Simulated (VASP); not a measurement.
The system is OH2, in a box.

```
O H
1.0
    12.01458    0.00000    0.00000
     0.00000   12.51458    0.00000
     0.00000    0.00000   13.01458
O H
1 2
Direct
  0.50247 0.49828 0.52853
  0.49624 0.56752 0.49507
  0.50094 0.44700 0.47238
```

Base run:

* Program: VASP 6.6.1
* Functional: RPBE
* Potentials or basis: VASP PAW PBE potentials, release 64 (O, H)
* Cutoff: 400 eV
* k mesh: 1 × 1 × 1
* Occupations: gaussian, width 0.01 eV
* Spin: no spin polarisation

Its results: gap between the frontier levels 6.08 eV; largest force 0.040 eV/Å.

The run is repeated on the same cell with these changes: functional from RPBE to PBE. What comes out?

Gap between the frontier levels 6.21 eV; largest force 0.013 eV/Å.

Caveats: the PAW data sets were made with another functional, which shifts forces and pressure a little (some runs).

